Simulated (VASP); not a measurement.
# Hf2CdSb3 (P-4m2) in VASP: a series of runs

Aim: see how the results for Hf2CdSb3 move with the level of theory and the settings. Levels: PBEsol, r2SCAN. Tasks: single point.

All numbers are computed with VASP 6.6.1; they aren't measurements. Logs are shortened: lines on timing, memory, paths and dates and some standing lists are left out, and cuts for length are marked.

### 1 The crystal as given

It takes space group P-4m2 (No. 115, tetragonal). Conventional cell: a = 4.074 Å, b = 4.074 Å, c = 8.929 Å, α = 90.00°, β = 90.00°, γ = 90.00°. Sb (site symmetry -4m2) is surrounded by 4 Cd at 2.88 Å and 4 Hf at 3.13 Å. Around Sb (site symmetry 2mm) lie 5 Hf at 3.06 to 3.14 Å. Around Cd (site symmetry -4m2) lie 4 Sb at 2.88 Å and 4 Hf at 3.13 Å. Hf (site symmetry 2mm) is surrounded by 7 Sb at 3.06 to 3.14 Å and 2 Cd at 3.13 Å.

The cell was built by a generator and needn't be a form met in nature.

### 2 Single point, PBEsol

The input, INCAR:

```
SYSTEM = Hf2CdSb3
PREC = Accurate ; ENCUT = 520
EDIFF = 1E-6 ; ISMEAR = -1
SIGMA = 0.1 ; LREAL = .False.
LASPH = .True. ; NELM = 100
ALGO = Normal ; ISIF = 2
LWAVE = .False. ; LCHARG = .False.
GGA = PS ; NBANDS = 32
```

The input, KPOINTS:

```
Automatic mesh
0
Gamma
  5 5 2
  0 0 0
```

The input, POSCAR:

```
Hf2CdSb3
1.0
    4.0740550000      0.0000000000      0.0000000000
    0.0000000000      4.0740550000      0.0000000000
    0.0000000000      0.0000000000      8.9288240000
Sb Cd Hf
3 1 2
Direct
    0.5000000000      0.5000000000      0.0000000000
    0.0000000000      0.5000000000      0.3820000000
    0.5000000000      0.0000000000      0.6180000000
    0.0000000000      0.0000000000      0.0000000000
    0.0000000000      0.5000000000      0.7340000000
    0.5000000000      0.0000000000      0.2660000000
```

Potentials or basis: VASP PAW PBE potentials, release 64 (Sb, Cd, Hf_pv).

Started as:

```bash
$ cat potpaw_PBE.64/Sb/POTCAR potpaw_PBE.64/Cd/POTCAR potpaw_PBE.64/Hf_pv/POTCAR > POTCAR
$ mpirun -np 1 vasp_std > vasp.out
```

OUTCAR:

```text
SYSTEM = Hf2CdSb3
   PREC = Accurate
   ENCUT = 520
   EDIFF = 1E-6
   ISMEAR = -1
   LREAL = .False.
   LASPH = .True.
   NELM = 100
   ISIF = 2
   GGA = PS

 ion  position               nearest neighbor table
   1  0.500  0.500  0.000-   4 2.88   4 2.88   4 2.88   4 2.88   6 3.13   6 3.13   5 3.13   5 3.13

   2  0.000  0.500  0.382-   6 3.06   6 3.06   6 3.06   6 3.06   5 3.14   3 3.57   3 3.57   3 3.57
                             3 3.57
   3  0.500  0.000  0.618-   5 3.06   5 3.06   5 3.06   5 3.06   6 3.14   2 3.57   2 3.57   2 3.57
                             2 3.57
   4  0.000  0.000  0.000-   1 2.88   1 2.88   1 2.88   1 2.88   5 3.13   6 3.13   6 3.13   5 3.13

   5  0.000  0.500  0.734-   3 3.06   3 3.06   3 3.06   3 3.06   4 3.13   1 3.13   4 3.13   1 3.13
                             2 3.14
   6  0.500  0.000  0.266-   2 3.06   2 3.06   2 3.06   2 3.06   1 3.13   4 3.13   4 3.13   1 3.13
                             3 3.14

  LATTYP: Found a simple tetragonal cell.
 ALAT       =     4.0740550000
 C/A-ratio  =     2.1916306972

  Lattice vectors:

 A1 = (   4.0740550000,   0.0000000000,   0.0000000000)
 A2 = (   0.0000000000,   4.0740550000,   0.0000000000)
 A3 = (   0.0000000000,   0.0000000000,   8.9288240000)

Analysis of symmetry for initial positions (statically):
=====================================================================
 Subroutine PRICEL returns:
 Original cell was already a primitive cell.

 Routine SETGRP: Setting up the symmetry group for a
 simple tetragonal supercell.

 Subroutine GETGRP returns: Found  8 space group operations
 (whereof  8 operations were pure point group operations)
 out of a pool of 16 trial point group operations.

The static configuration has the point symmetry D_2d.

Analysis of symmetry for dynamics (positions and initial velocities):
=====================================================================
 Subroutine PRICEL returns:
 Original cell was already a primitive cell.

 Routine SETGRP: Setting up the symmetry group for a
 simple tetragonal supercell.

 Subroutine GETGRP returns: Found  8 space group operations
 (whereof  8 operations were pure point group operations)
 out of a pool of 16 trial point group operations.

The dynamic configuration has the point symmetry D_2d.

 Subroutine INISYM returns: Found  8 space group operations
 (whereof  8 operations are pure point group operations),
 and found     1 'primitive' translations

----------------------------------------------------------------------------------------

                                     Primitive cell

  volume of cell :     148.1999

  direct lattice vectors                    reciprocal lattice vectors
     4.074055000  0.000000000  0.000000000     0.245455695  0.000000000  0.000000000
     0.000000000  4.074055000  0.000000000     0.000000000  0.245455695  0.000000000
     0.000000000  0.000000000  8.928824000     0.000000000  0.000000000  0.111996832

  length of vectors
     4.074055000  4.074055000  8.928824000     0.245455695  0.245455695  0.111996832

  position of ions in fractional coordinates (direct lattice)
     0.500000000  0.500000000  0.000000000
     0.000000000  0.500000000  0.382000000
     0.500000000  0.000000000  0.618000000
     0.000000000  0.000000000  0.000000000
     0.000000000  0.500000000  0.734000000
     0.500000000  0.000000000  0.266000000

  ion indices of the primitive-cell ions
   primitive index   ion index
                 1           1
                 2           2
                 3           3
                 4           4
                 5           5
                 6           6

----------------------------------------------------------------------------------------

 KPOINTS: Automatic mesh

Automatic generation of k-mesh.
 Grid dimensions read from file:
 generate k-points for:    5    5    2

 Generating k-lattice:

  Cartesian coordinates                     Fractional coordinates (reciprocal lattice)
     0.049091139  0.000000000  0.000000000     0.200000000  0.000000000  0.000000000
     0.000000000  0.049091139  0.000000000     0.000000000  0.200000000  0.000000000
     0.000000000  0.000000000  0.055998416     0.000000000  0.000000000  0.500000000

  Length of vectors
     0.049091139  0.049091139  0.055998416

  Shift w.r.t. Gamma in fractional coordinates (k-lattice)
     0.000000000  0.000000000  0.000000000

 Subroutine IBZKPT returns following result:
 ===========================================

 Found     12 irreducible k-points:

 Following reciprocal coordinates:
            Coordinates               Weight
  0.000000  0.000000  0.000000      1.000000
  0.200000  0.000000  0.000000      4.000000
  0.400000  0.000000  0.000000      4.000000
  0.200000  0.200000  0.000000      4.000000
  0.400000  0.200000  0.000000      8.000000
  0.400000  0.400000  0.000000      4.000000
  0.000000  0.000000  0.500000      1.000000
  0.200000  0.000000  0.500000      4.000000
  0.400000  0.000000  0.500000      4.000000
  0.200000  0.200000  0.500000      4.000000
  0.400000  0.200000  0.500000      8.000000
  0.400000  0.400000  0.500000      4.000000
   k-points           NKPTS =     12   k-points in BZ     NKDIM =     12   number of bands    NBANDS=     32
   number of dos      NEDOS =    301   number of ions     NIONS =      6
   total plane-waves  NPLWV =  63000
   dimension x,y,z NGX =    30 NGY =   30 NGZ =   70
   dimension x,y,z NGXF=    60 NGYF=   60 NGZF=  140
   ions per type =               3   1   2
   NGX,Y,Z   is equivalent  to a cutoff of  12.24, 12.24, 13.03 a.u.
   NGXF,Y,Z  is equivalent  to a cutoff of  24.48, 24.48, 26.07 a.u.
 SYSTEM =  Hf2CdSb3
   PREC   = accura    normal or accurate (medium, high low for compatibility)
   ISTART =      0    job   : 0-new  1-cont  2-samecut
   ICHARG =      2    charge: 1-file 2-atom 10-const
   ISPIN  =      1    spin polarized calculation?
   LNONCOLLINEAR =      F non collinear calculations
   LSORBIT =      F    spin-orbit coupling
   LASPH  =      T    aspherical Exc in radial PAW
   ENCUT  =  520.0 eV  38.22 Ry    6.18 a.u.   7.58  7.58 16.60*2*pi/ulx,y,z
   NELM   =    100;   NELMIN=  2; NELMDL= -5     # of ELM steps
   EDIFF  = 0.1E-05   stopping-criterion for ELM
   LREAL  =      F    real-space projection
   EDIFFG = 0.1E-04   stopping-criterion for IOM
   NSW    =      0    number of steps for IOM
   IBRION =     -1    ionic relax: 0-MD 1-quasi-New 2-CG
   NFREE  =      0    steps in history (QN), initial steepest desc. (CG)
   ISIF   =      2    stress and relaxation
   ISYM   =      2    0-nonsym 1-usesym 2-fastsym
   POTIM  = 0.5000    time-step for ionic-motion
   TEBEG  =    0.0;   TEEND  =   0.0 temperature during run
   PSTRESS=    0.0 pullay stress
   NELECT =      47.0000    total number of electrons
   NUPDOWN=      -1.0000    fix difference up-down
   EMIN   =  10.00;   EMAX   =-10.00  energy-range for DOS
   EFERMI =   0.00;   METHOD = LEGACY
   ISMEAR =    -1;   SIGMA  =   0.10  broadening in eV -4-tet -1-fermi 0-gaus
   EFERMI_NEDOS =   21; number of points for ismear=-14 and -15
   IALGO  =     38    algorithm
   IMIX   =      4    mixing-type and parameters
     AMIX     =   0.40;   BMIX     =  1.00
     AMIX_MAG =   1.60;   BMIX_MAG =  1.00
  volume/ion in A,a.u.               =      24.70       166.68
  Fermi-wavevector in a.u.,A,eV,Ry     =   1.116413  2.109714 16.957993  1.246377
  Thomas-Fermi vector in A             =   2.253026
   LORBIT       =      0    0 simple, 1 ext, 2 COOP (PROOUT), +10 PAW based schemes
   GGA     = PS    functional components
   LHFCALC =     F    Hartree Fock is set to
   AEXX    =    0.0000 exact exchange contribution
   IVDW    =     0    specifies the selected vdW correction
   LEPSILON=     F    determine dielectric tensor
   LRPA    =     F    only Hartree local field effects (RPA)
 non-spin polarized calculation
  energy-cutoff  :      520.00
  volume of cell :      148.20
 maximum number of plane-waves:      4016
 NGX is ok and might be reduce to    30
   NGX = 15   NGY = 15   NGZ = 33

 number of electron      46.9999993 magnetization

 Free energy of the ion-electron system (eV)
  ---------------------------------------------------
  ext. energy  EPLUGINS =         0.00000000
  ---------------------------------------------------
  free energy    TOTEN  =       -37.80827250 eV

  energy without entropy =      -37.67312173  energy(sigma->0) =      -37.74069711

 E-fermi :   6.0657     XC(G=0): -10.7083

 val. band max:        6.0415594527   @ k =   0.2000   0.2000   0.0000
 cond. band min:       6.0927319320   @ k =   0.4000   0.0000   0.5000
 fundamental gap:      0.0511724793
 Fermi energy:         6.0656822235

 k-point     1 :       0.0000    0.0000    0.0000
  band No.  band energies     occupation
      1     -25.1369      2.00000
      2     -25.1305      2.00000
      3     -25.1032      2.00000
      4     -25.1032      2.00000
      5     -25.0927      2.00000
      6     -25.0927      2.00000
[... 24 lines left out ...]
     31       8.2931      0.00000
     32       9.8671      0.00000

 k-point     2 :       0.2000    0.0000    0.0000
  band No.  band energies     occupation
      1     -25.1352      2.00000
      2     -25.1300      2.00000
      3     -25.1140      2.00000
      4     -25.1039      2.00000
      5     -25.1019      2.00000
      6     -25.0914      2.00000
[... 24 lines left out ...]
     31       9.7434      0.00000
     32       9.8157      0.00000
[... 313 lines left out ...]
     31       9.5718      0.00000
     32      10.0606      0.00000

 k-point    12 :       0.4000    0.4000    0.5000
  band No.  band energies     occupation
      1     -25.1284      2.00000
      2     -25.1275      2.00000
      3     -25.1269      2.00000
      4     -25.1266      2.00000
      5     -25.1179      2.00000
      6     -25.1175      2.00000
[... 24 lines left out ...]
     31       8.9633      0.00000
     32       9.2881      0.00000

------------------------ aborting loop because EDIFF is reached ----------------------------------------

  FORCE on cell =-STRESS in cart. coord.  units (eV):
  Direction    XX          YY          ZZ          XY          YZ          ZX
  --------------------------------------------------------------------------------------
  -------------------------------------------------------------------------------------
  Total       -5.6361453     -5.6361453     -8.1016774      0.0000000      0.0000000      0.0000000
  in kB      -60.9319005    -60.9319005    -87.5865640      0.0000000      0.0000000      0.0000000
  external PRESSURE =     -69.8167883 kB  Pullay stress =       0.0000000 kB

 VOLUME and BASIS-vectors are now :
 -----------------------------------------------------------------------------
  energy-cutoff  :      520.00
  volume of cell :      148.20
      direct lattice vectors                 reciprocal lattice vectors
     4.074055000  0.000000000  0.000000000     0.245455695  0.000000000  0.000000000
     0.000000000  4.074055000  0.000000000     0.000000000  0.245455695  0.000000000
     0.000000000  0.000000000  8.928824000     0.000000000  0.000000000  0.111996832

 POSITION                                       TOTAL-FORCE (eV/Angst)
 -----------------------------------------------------------------------------------
      2.03703      2.03703      0.00000         0.000000      0.000000     -0.000000
      0.00000      2.03703      3.41081         0.000000     -0.000000     -0.200978
      2.03703      0.00000      5.51801         0.000000     -0.000000      0.200978
      0.00000      0.00000      0.00000         0.000000     -0.000000     -0.000000
      0.00000      2.03703      6.55376         0.000000     -0.000000     -0.453689
      2.03703      0.00000      2.37507         0.000000      0.000000      0.453689
 -----------------------------------------------------------------------------------
    total drift:                               -0.000000      0.000000      0.000000

  FREE ENERGIE OF THE ION-ELECTRON SYSTEM (eV)
  ---------------------------------------------------
  free  energy   TOTEN  =       -37.8082725040 eV

  energy  without entropy=      -37.6731217256  energy(sigma->0) =      -37.74069711
```

Run time: 33 s. Hardware: 1 thread of AMD EPYC 9R45 (Zen 5), shared host; peak memory 0.23 GiB.

Results:

* Free energy: -37.8083 eV
* Pressure: -7.0 GPa
* Largest force: 0.454 eV/Å
* Band gap on the k mesh: none (metal or under the smearing width)

Forces on the atoms (eV/Å):
```
Sb   0.000  0.000  0.000
Sb   0.000  0.000 -0.201
Sb   0.000  0.000  0.201
Cd   0.000  0.000  0.000
Hf   0.000  0.000 -0.454
Hf   0.000  0.000  0.454
```

Stress tensor (GPa, compression positive):
```
-6.09  0.00  0.00
 0.00 -6.09  0.00
 0.00  0.00 -8.76
```

Caveat: the PAW data sets were made with another functional, which shifts forces and pressure a little. Spin-orbit coupling is left out, which matters for the levels of Hf, Sb.

### 3 Single point, PBEsol, non-collinear spin, zero start, spin-orbit coupling

The input, INCAR:

```
SYSTEM = Hf2CdSb3
PREC     = Accurate       ! precision mode
ENCUT    = 520            ! plane-wave cutoff, eV
EDIFF    = 1E-7           ! SCF threshold, eV
ISMEAR   = -1             ! smearing method
SIGMA    = 0.1            ! smearing width, eV
LREAL    = .FALSE.        ! projectors in reciprocal space
LASPH    = .TRUE.         ! aspherical terms in the spheres
NELM     = 150            ! most SCF steps
ALGO     = Normal         ! electronic algorithm
ISIF     = 2              ! what is computed and relaxed
LWAVE    = .FALSE.        ! write WAVECAR
LCHARG   = .FALSE.        ! write CHGCAR
LNONCOLLINEAR= .TRUE.         ! non-collinear magnetism
MAGMOM   = 0 0 0 0 0 0 0 0 0 0 0 0 0 0 0 0 0 0 ! initial moments
LORBIT   = 11             ! projections on sites
LSORBIT  = .TRUE.         ! spin-orbit coupling
GGA_COMPAT= .FALSE.      
LORBMOM  = .TRUE.       
LMAXMIX  = 4              ! l up to which the mixer works
GGA      = PS             ! functional
NBANDS   = 63             ! bands
```

The input, KPOINTS:

```
regular mesh
0
G
  5 5 2
  0 0 0
```

POSCAR is that of step 2.

Potentials or basis: VASP PAW PBE potentials, release 64 (Sb, Cd, Hf_pv).

Started as:

```bash
$ cat potpaw_PBE.64/Sb/POTCAR potpaw_PBE.64/Cd/POTCAR potpaw_PBE.64/Hf_pv/POTCAR > POTCAR
$ mpirun -np 1 vasp_ncl > vasp.out
```

Run time: 2.3 min. Hardware: 1 thread of AMD EPYC 9R45 (Zen 5), shared host; peak memory 0.55 GiB.

The run converged. Its results:

| Property | Result |
| --- | --- |
| Free energy | -39.4329 eV |
| Pressure | -7.0 GPa |
| Largest force | 0.455 eV/Å |
| Net moment | 0.00 μB per cell |
| Valence electrons inside the program's atomic spheres | Sb 2.47, 2.44; Cd 10.42; Hf 8.11 |

Forces in eV/Å, atoms in the order of the input:
```
Sb   0.000  0.000  0.000
Sb   0.000  0.000 -0.198
Sb   0.000  0.000  0.198
Cd   0.000  0.000  0.000
Hf   0.000  0.000 -0.455
Hf   0.000  0.000  0.455
```

Stress tensor (GPa, compression positive):
```
-6.08  0.00  0.00
 0.00 -6.08  0.00
 0.00  0.00 -8.71
```

Moments on the atoms (μB; x, y, z):
```
Sb  0.00 0.00 0.00
Sb  0.00 0.00 0.00
Sb  0.00 0.00 0.00
Cd  0.00 0.00 0.00
Hf  0.00 0.00 0.00
Hf  0.00 0.00 0.00
```

Caveat: the PAW data sets were made with another functional, which shifts forces and pressure a little.

### 4 Single point, r2SCAN

POSCAR is that of step 3.

The input, INCAR.step1:

```
SYSTEM = Hf2CdSb3
ALGO = Normal ; EDIFF = 1E-4
ENCUT = 520 ; GGA = PE
ISMEAR = -1 ; LASPH = .True.
LCHARG = .False. ; LREAL = .False.
LWAVE = .True. ; NBANDS = 32
NELM = 60 ; PREC = Accurate
SIGMA = 0.1
```

The input, INCAR.step2:

```
SYSTEM = Hf2CdSb3
ALGO = Normal ; EDIFF = 1E-6
ENCUT = 520 ; ISIF = 2
ISMEAR = -1 ; ISTART = 1
LASPH = .True. ; LCHARG = .True.
LELF = .True. ; LMIXTAU = .True.
LREAL = .False. ; LVHAR = .True.
LWAVE = .False. ; METAGGA = R2SCAN
NBANDS = 32 ; NELM = 60
PREC = Accurate ; SIGMA = 0.1
```

The input, KPOINTS:

```
Automatic mesh
0
Gamma
  5 5 2
  0.5 0.5 0.5
```

Started as:

```bash
$ cat potpaw_PBE.64/Sb/POTCAR potpaw_PBE.64/Cd/POTCAR potpaw_PBE.64/Hf_pv/POTCAR > POTCAR
$ cp INCAR.step1 INCAR
$ mpirun -np 1 vasp_std > vasp.out
$ cp INCAR.step2 INCAR
$ mpirun -np 1 vasp_std > vasp.out
```

It took 82 s on 1 thread of AMD EPYC 9R45 (Zen 5), shared host; peak memory 0.24 GiB.

The run converged. Its results:

```
Free energy            : -189.5664 eV
Pressure               : -4.9 GPa
Largest force          : 0.509 eV/Å
Band gap on the k mesh : none (metal or under the smearing width)
```

Forces in eV/Å, atoms in the order of the input:
```
Sb   0.000  0.000  0.000
Sb   0.000  0.000 -0.506
Sb   0.000  0.000  0.506
Cd   0.000  0.000  0.000
Hf   0.000  0.000 -0.509
Hf   0.000  0.000  0.509
```

Stress tensor (GPa, compression positive):
```
-4.31  0.00  0.00
 0.00 -4.31  0.00
 0.00  0.00 -5.94
```

Levels at points of the mesh, in eV from the Fermi level:
```tsv
k point	band 21	band 22	band 23	band 24	band 25	band 26
(0.10, 0.10, 0.25)	-0.74	-0.24	-0.13	0.50	0.99	1.50
```

Caveat: the PAW data sets were made with another functional, which shifts forces and pressure a little.

### 5 The runs side by side

| level | spin | k mesh | gap on the mesh (eV) | pressure (GPa) | largest force (eV/Å) |
| --- | --- | --- | --- | --- | --- |
| PBEsol | off | 5 × 5 × 2 | none | -7.0 | 0.45 |
| PBEsol | non-collinear, zero start, SOC | 5 × 5 × 2 | - | -7.0 | 0.45 |
| r2SCAN | off | 5 × 5 × 2, shifted | none | -4.9 | 0.51 |

Alike in all rows: task single point; potentials or basis VASP PAW PBE potentials, release 64 (Sb, Cd, Hf_pv); cell as given; cutoff (eV) 520; smearing fermi-dirac 0.1 eV.

The pressure there spans -7.0 GPa (PBEsol) to -4.9 GPa (r2SCAN); a positive pressure means that this level wants a larger cell, a negative one a smaller.

Caveats: the PAW data sets were made with another functional, which shifts forces and pressure a little.

Absolute energies hang on the potentials; compare differences alone.
